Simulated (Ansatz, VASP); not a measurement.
## BiP: VASP beside Ansatz

Wanted: the spread between two codes on one cell, functional and k mesh. The cell is generated by rule, not measured, and may not be a known phase. The cell is taken from a series of VASP runs on this material, whose earlier steps may have relaxed, scaled or displaced it; both programs get it as it stands.

Calculated with Ansatz 0.2.0; plane waves, with VASP 6.6.1 beside it; band structure at HSE06.

The structure was built from a prototype and need not be the compound's stable phase.

**1. Set-up**

It takes space group F-43m (No. 216, cubic). Conventional cell: a = 5.958 Å, b = 5.958 Å, c = 5.958 Å, α = 90.00°, β = 90.00°, γ = 90.00°. Nearest to Bi lie 4 P at 2.58 Å. Nearest to P lie 4 Bi at 2.58 Å. Farther neighbours are not listed.

Structure file:

```
Bi P
1.0
     0.00000    2.97913    2.97913
     2.97913    0.00000    2.97913
     2.97913    2.97913    0.00000
Bi P
1 1
Direct
  0.00000 0.00000 0.00000
  0.25000 0.25000 0.25000
```

**2. VASP: band structure, HSE06**

With cell and atoms fixed, the geometry can't cause a difference; cores, projectors, grids and the points listed under the comparison can.

Lines of VASP's logs that name or quote its potential files are left out, and so is its time.

The run reads the wave functions of an earlier VASP run, which isn't shown here.

Contents of INCAR:

```
SYSTEM = BiP
PREC = Accurate
ENCUT = 400
EDIFF = 1E-06
NELM = 100
ISMEAR = 0
SIGMA = 0.02
LREAL = .FALSE.
ALGO = Normal
LHFCALC = .TRUE.
AEXX = 0.25
GGA = PE
HFSCREEN = 0.2
LASPH = .TRUE.
NBANDS = 16
PRECFOCK = Fast
LORBIT = 11
LWAVE = .FALSE.
LCHARG = .FALSE.
KPAR = 4
ISIF = 2
```

Contents of POSCAR:

```
BiP
1.0
    0.0000000000      2.9791300000      2.9791300000
    2.9791300000      0.0000000000      2.9791300000
    2.9791300000      2.9791300000      0.0000000000
Bi P
1 1
Direct
    0.0000000000      0.0000000000      0.0000000000
    0.2500000000      0.2500000000      0.2500000000
```

Contents of KPOINTS:

```
Automatic mesh
0
Gamma
4 4 4
0 0 0
```

Contents of KPOINTS_OPT:

```
Line mode
8
Line-mode
Reciprocal
  0.00000000   0.00000000   0.00000000 GAMMA
  0.50000000   0.00000000   0.50000000 X

  0.50000000   0.00000000   0.50000000 X
  0.50000000   0.25000000   0.75000000 W

  0.50000000   0.25000000   0.75000000 W
  0.37500000   0.37500000   0.75000000 K

  0.37500000   0.37500000   0.75000000 K
  0.00000000   0.00000000   0.00000000 GAMMA

  0.00000000   0.00000000   0.00000000 GAMMA
  0.50000000   0.50000000   0.50000000 L

  0.50000000   0.50000000   0.50000000 L
  0.62500000   0.25000000   0.62500000 U

  0.62500000   0.25000000   0.62500000 U
  0.50000000   0.25000000   0.75000000 W

  0.50000000   0.25000000   0.75000000 W
  0.50000000   0.50000000   0.50000000 L

  0.50000000   0.50000000   0.50000000 L
  0.37500000   0.37500000   0.75000000 K

  0.62500000   0.25000000   0.62500000 U
  0.50000000   0.00000000   0.50000000 X
```

Potentials, in the order of the species: Bi_d and P (PBE family, release 64).

The run is started by

```sh
> mpirun -np 4 vasp_std
```

Numbers of over 12 decimals in the logs are rounded to 6 here.

The log of the run:

```text
[banner, memory and clock lines left out]
running    4 mpi-ranks, on    1 nodes
 distrk:  each k-point on    1 cores,    4 groups
 distr:  one band on    1 cores,    1 groups

 POSCAR found type information on POSCAR BiP
 POSCAR found :  2 types and       2 ions
 LDA part: xc-table for (Slater+PW92), standard interpolation
 found WAVECAR, reading the header
 POSCAR, INCAR and KPOINTS ok, starting setup
 FFT: planning ... GRIDC
 FFT: planning ... GRID_SOFT
 FFT: planning ... GRID
 reading WAVECAR
 the WAVECAR file was read successfully
 initial charge from wavefunction
 entering main loop
       N       E                     dE             d eps       ncg     rms          rms(c)
DAV:   1    -0.975263597442E+01   -0.97526E+01   -0.35061E-01   344   0.609E+00    0.108E+00
DAV:   2    -0.975607429811E+01   -0.34383E-02   -0.21891E-02   296   0.873E-01    0.682E-01
DAV:   3    -0.975631935025E+01   -0.24505E-03   -0.22566E-03   368   0.231E-01    0.357E-01
DAV:   4    -0.975636546737E+01   -0.46117E-04   -0.11492E-04   344   0.638E-02    0.188E-01
DAV:   5    -0.975637018210E+01   -0.47147E-05   -0.35695E-05   440   0.405E-02    0.105E-01
DAV:   6    -0.975637721829E+01   -0.70362E-05   -0.13243E-05   344   0.204E-02    0.594E-02
DAV:   7    -0.975638136202E+01   -0.41437E-05   -0.31124E-06   320   0.102E-02    0.333E-02
DAV:   8    -0.975638344657E+01   -0.20846E-05   -0.63844E-07   224   0.519E-03    0.195E-02
DAV:   9    -0.975638471328E+01   -0.12667E-05   -0.47406E-07   224   0.433E-03    0.106E-02
DAV:  10    -0.975638545651E+01   -0.74323E-06   -0.16551E-07   224   0.314E-03
   1 F= -.97563855E+01 E0= -.97558565E+01  d E =-.105786E-02
 Start KPOINTS_OPT (optional k-point list driver)
k-point batch [1-8\80]
       N       E                     dE             ncg
DAV:   1    -0.639018178199E+02   -0.23755E+04      264
DAV:   2    -0.138477863824E+04   -0.13209E+04      256
DAV:   3    -0.148087013638E+04   -0.96091E+02      328
DAV:   4    -0.148378950016E+04   -0.29194E+01      344
DAV:   5    -0.148387554229E+04   -0.86042E-01      400
DAV:   6    -0.148387819457E+04   -0.26523E-02      376
DAV:   7    -0.148387822938E+04   -0.34809E-04      392
DAV:   8    -0.148387822974E+04   -0.36173E-06      280
[...]
k-point batch [73-80\80]
       N       E                     dE             ncg
DAV:   1    -0.234451653119E+03   -0.52156E+04      256
DAV:   2    -0.145544296251E+04   -0.12210E+04      264
DAV:   3    -0.154058352617E+04   -0.85141E+02      336
DAV:   4    -0.154303037343E+04   -0.24468E+01      344
DAV:   5    -0.154311192856E+04   -0.81555E-01      408
DAV:   6    -0.154311580969E+04   -0.38811E-02      424
DAV:   7    -0.154311585785E+04   -0.48168E-04      392
DAV:   8    -0.154311585831E+04   -0.45470E-06      312
```

From OUTCAR (step 2):

```text
ion  position               nearest neighbor table
   1  0.000  0.000  0.000-   2 2.58   2 2.58   2 2.58   2 2.58
   2  0.250  0.250  0.250-   1 2.58   1 2.58   1 2.58   1 2.58

  LATTYP: Found a face centered cubic cell.
 ALAT       =     5.9582600000

 Subroutine GETGRP returns: Found 24 space group operations
 (whereof 24 operations were pure point group operations)

The static configuration has the point symmetry T_d .

 Found      8 irreducible k-points:

   k-points           NKPTS =      8   k-points in BZ     NKDIM =     64   number of bands    NBANDS=     16

   dimension x,y,z NGX =    28 NGY =   28 NGZ =   28
   dimension x,y,z NGXF=    56 NGYF=   56 NGZF=   56

   ENCUT  =  400.0 eV  29.40 Ry    5.42 a.u.   6.87  6.87  6.87*2*pi/ulx,y,z

   NELECT =      20.0000    total number of electrons

 k-points in reciprocal lattice and weights: Automatic mesh
   0.00000000  0.00000000  0.00000000       0.016
   0.25000000  0.00000000  0.00000000       0.125
   0.50000000  0.00000000  0.00000000       0.062
   0.25000000  0.25000000  0.00000000       0.094
   0.50000000  0.25000000  0.00000000       0.375
  -0.25000000  0.25000000  0.00000000       0.188
   0.50000000  0.50000000  0.00000000       0.047
  -0.25000000  0.50000000  0.25000000       0.094

  exchange ACFDT corr.  =         0.00000000  see jH, gK, PRB 81, 115126

 average (electrostatic) potential at core
       1 -98.4219       2 -78.7245

 E-fermi :   6.7834

 k-point     1 :       0.0000    0.0000    0.0000
  band No.  band energies     occupation
    ...
      6      -9.6536      2.00000
      7       1.5082      2.00000
      8       4.1944      2.00000
      9       4.1944      2.00000
     10       4.1944      2.00000
     11       7.8194      0.00000
     12       7.8194      0.00000
     13       7.8194      0.00000
     14      11.6118      0.00000
     15      14.9399      0.00000
    ...

 k-point     2 :       0.2500    0.0000    0.0000
  band No.  band energies     occupation
    ...
      6      -8.9409      2.00000
      7      -1.5706      2.00000
      8       3.4494      2.00000
      9       3.4494      2.00000
     10       4.3408      2.00000
     11       8.7981      0.00000
     12       8.7981      0.00000
     13       9.5646      0.00000
     14      13.4440      0.00000
     15      13.9240      0.00000
    ...

 k-point     3 :       0.5000    0.0000    0.0000
  band No.  band energies     occupation
    ...
      6      -7.7371      2.00000
      7      -4.1219      2.00000
      8       2.9364      2.00000
      9       2.9364      2.00000
     10       3.8871      2.00000
     11       9.1576      0.00000
     12       9.1576      0.00000
     13      12.2029      0.00000
     14      13.8202      0.00000
     15      15.7272      0.00000
    ...

  Total        4.8890149      4.8890149      4.8890149      0.0000000      0.0000000      0.0000000
  in kB      148.1267814    148.1267814    148.1267814      0.0000000      0.0000000      0.0000000
  external PRESSURE =     148.1267814 kB  Pullay stress =       0.0000000 kB

  energy-cutoff  :      400.00
  volume of cell :       52.88
      direct lattice vectors                 reciprocal lattice vectors
     0.000000000  2.979130000  2.979130000    -0.167834233  0.167834233  0.167834233
     2.979130000  0.000000000  2.979130000     0.167834233 -0.167834233  0.167834233
     2.979130000  2.979130000  0.000000000     0.167834233  0.167834233 -0.167834233

 POSITION                                       TOTAL-FORCE (eV/Angst)
 -----------------------------------------------------------------------------------
      0.00000      0.00000      0.00000         0.000000      0.000000      0.000000
      1.48957      1.48957      1.48957        -0.000000     -0.000000     -0.000000
 -----------------------------------------------------------------------------------
    total drift:                               -0.000009     -0.000002     -0.000007

  FREE ENERGIE OF THE ION-ELECTRON SYSTEM (eV)
  ---------------------------------------------------
  free  energy   TOTEN  =        -9.7563854565 eV

  energy  without entropy=       -9.7553276010  energy(sigma->0) =       -9.75585653

 total charge
# of ion       s       p       d       tot
------------------------------------------
    1        1.620   1.353   9.989  12.962
    2        1.125   1.406   0.000   2.530
--------------------------------------------------
tot          2.745   2.759   9.989  15.493

[... 3 further parts left out ...]
```

The run ends at a pressure of 14.81 GPa.

(Part 1 of 2 ends here.)

[Lines on the potential files, build, host, timing and source positions are cut from VASP's logs without a mark.]

[Logs are printed without paths, hosts, clocks, repeated set-up lines and the standing remarks that a program may print on its own settings, such as how far it seeks lower states.]

[Hosts, paths, dates, database ids (printed as entryN), source tags and the programs' standing remarks are cut or masked in the printed files.]
